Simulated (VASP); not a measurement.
Output of a VASP run:

OSZICAR:
```
...
DAV:   3    -0.629039012585E+01    0.26936E-04   -0.67477E-05   728   0.446E-02    0.222E-02
DAV:   4    -0.629038977164E+01    0.35421E-06   -0.11383E-06   532   0.907E-03
   5 F= 0.57117707E+01 E0= 0.57117707E+01  d E =-.171379E+00
       N       E                     dE             d eps       ncg     rms          rms(c)
DAV:   1    -0.626073304886E+01    0.29657E-01   -0.37803E-01   748   0.398E+00    0.273E-01
DAV:   2    -0.626059808720E+01    0.13496E-03   -0.16053E-02   788   0.934E-01    0.195E-01
DAV:   3    -0.625994247281E+01    0.65561E-03   -0.84756E-04   808   0.204E-01    0.114E-01
DAV:   4    -0.625982638940E+01    0.11608E-03   -0.32277E-04   796   0.112E-01    0.573E-02
DAV:   5    -0.625982729489E+01   -0.90548E-06   -0.23425E-05   744   0.334E-02    0.146E-02
DAV:   6    -0.625982692107E+01    0.37381E-06   -0.15870E-06   448   0.948E-03
   6 F= 0.57028372E+01 E0= 0.57028372E+01  d E =-.893348E-02
       N       E                     dE             d eps       ncg     rms          rms(c)
DAV:   1    -0.624289296494E+01    0.16934E-01   -0.78769E-02   752   0.181E+00    0.127E-01
DAV:   2    -0.624287177549E+01    0.21189E-04   -0.33360E-03   784   0.427E-01    0.923E-02
DAV:   3    -0.624273834272E+01    0.13343E-03   -0.16978E-04   808   0.915E-02    0.534E-02
DAV:   4    -0.624271367141E+01    0.24671E-04   -0.69976E-05   792   0.520E-02    0.262E-02
DAV:   5    -0.624271392072E+01   -0.24931E-06   -0.52178E-06   712   0.158E-02
   7 F= 0.57018766E+01 E0= 0.57018766E+01  d E =-.989412E-02
       N       E                     dE             d eps       ncg     rms          rms(c)
DAV:   1    -0.629308055051E+01   -0.50367E-01   -0.31610E-02   764   0.103E+00    0.199E-01
DAV:   2    -0.629222894603E+01    0.85160E-03   -0.14922E-03   740   0.272E-01    0.917E-02
DAV:   3    -0.629194309412E+01    0.28585E-03   -0.56740E-04   772   0.136E-01    0.489E-02
DAV:   4    -0.629192608797E+01    0.17006E-04   -0.32157E-05   768   0.376E-02    0.551E-02
DAV:   5    -0.629192097506E+01    0.51129E-05   -0.80355E-06   824   0.193E-02    0.462E-03
DAV:   6    -0.629192092540E+01    0.49663E-07   -0.66409E-07   356   0.588E-03
   8 F= 0.57017133E+01 E0= 0.57017133E+01  d E =-.163266E-03
       N       E                     dE             d eps       ncg     rms          rms(c)
DAV:   1    -0.627338487930E+01    0.18536E-01   -0.46283E-03   772   0.393E-01    0.765E-02
DAV:   2    -0.627325959732E+01    0.12528E-03   -0.21906E-04   736   0.104E-01    0.350E-02
DAV:   3    -0.627321890057E+01    0.40697E-04   -0.84491E-05   764   0.527E-02    0.188E-02
DAV:   4    -0.627321711419E+01    0.17864E-05   -0.45435E-06   764   0.143E-02    0.208E-02
DAV:   5    -0.627321680073E+01    0.31346E-06   -0.10637E-06   392   0.748E-03
   9 F= 0.57016112E+01 E0= 0.57016112E+01  d E =-.265384E-03
       N       E                     dE             d eps       ncg     rms          rms(c)
DAV:   1    -0.625951893600E+01    0.13698E-01   -0.13738E-02   744   0.709E-01    0.938E-02
DAV:   2    -0.625935770778E+01    0.16123E-03   -0.55314E-04   764   0.171E-01    0.501E-02
DAV:   3    -0.625927854974E+01    0.79158E-04   -0.98032E-05   816   0.622E-02    0.169E-02
DAV:   4    -0.625926699096E+01    0.11559E-04   -0.32184E-05   808   0.345E-02    0.149E-02
DAV:   5    -0.625926706225E+01   -0.71291E-07   -0.15113E-06   476   0.879E-03
  10 F= 0.57014731E+01 E0= 0.57014731E+01  d E =-.138146E-03
```

OUTCAR:
```
------------------------ aborting loop because EDIFF is reached ----------------------------------------
  FORCE on cell =-STRESS in cart. coord.  units (eV):
  Direction    XX          YY          ZZ          XY          YZ          ZX
  --------------------------------------------------------------------------------------
  Total       11.9653230     11.9652616     11.9647913     -0.0000000     -0.0000000      0.0000000
  in kB      300.1149489    300.1134076    300.1016124     -0.0000000     -0.0000000      0.0000000
  external PRESSURE =       0.1099896 kB  Pullay stress =     300.0000000 kB
  volume of cell :       63.88
      direct lattice vectors                 reciprocal lattice vectors
     1.774603136 -3.073694901  0.000000000     0.281753137 -0.162670667 -0.000000000
     1.774603136  3.073694901  0.000000000     0.281753137  0.162670667  0.000000000
     0.000000000 -0.000000000  5.855384044    -0.000000000 -0.000000000  0.170782991
 POSITION                                       TOTAL-FORCE (eV/Angst)
 -----------------------------------------------------------------------------------
      3.54921     -0.00000      5.85538        -0.000000     -0.000000      0.000000
      1.77460      1.02457      1.65063         0.000000     -0.000000      0.008631
      1.77460     -1.02457      4.20475        -0.000000      0.000000     -0.008631
 -----------------------------------------------------------------------------------
    total drift:                               -0.000000     -0.000000      0.000000
  FREE ENERGIE OF THE ION-ELECTRON SYSTEM (eV)
  ---------------------------------------------------
  free  energy   TOTEN  =        -6.2592670622 eV

  energy  without entropy=       -6.2592670622  energy(sigma->0) =       -6.25926706
  enthalpy is  TOTEN    =         5.7014730560 eV   P V=       11.9607401183

 reached required accuracy - stopping structural energy minimisation
```
(Selected blocks of OUTCAR.)

**POSCAR**
```
MgI2
1
    1.8330780843    -3.1749816096     0.0000000000
    1.8330780843     3.1749816096     0.0000000000
    0.0000000000     0.0000000000     5.9577336477
Mg I
1 2
Direct
  0.0000000000   0.0000000000   0.0000000000
  0.3333330000   0.6666670000   0.2783176428
  0.6666670000   0.3333330000   0.7216823572
```

Question: Write an INCAR and KPOINTS that could have produced this output.

Answer: Several could match; the one computed here: the input of the run itself, PBEsol GGA, plane waves, VASP's PBE PAW potentials (set 64).

**KPOINTS**
```
Automatic mesh
0
Gamma
7 7 4
0 0 0
```

### INCAR
```
ALGO=Normal
EDIFF=1E-6
EDIFFG=-0.02
ENCUT=500
GGA=PS
IBRION=2
ISIF=3
ISMEAR=0
LASPH=.TRUE.
LCHARG=.FALSE.
LMAXMIX=4
LREAL=.FALSE.
LWAVE=.FALSE.
NELM=100
NSW=40
PREC=Accurate
PSTRESS=300
SIGMA=0.05
SYSTEM=MgI2
```

POTCAR, in this order: Mg I (PBE.64 set). Program: vasp_std.

Energy and stress use the plane-wave basis of the starting cell. Without a dispersion term in the relaxation, distances and binding between the weakly bound layers, chains or molecules are unreliable, and so is what depends on them.

The compound is MgI2 in the 1T layered structure. This run relaxes it under an external pressure of 30 GPa. Symmetry was kept, so distortions that lower it aren't found.
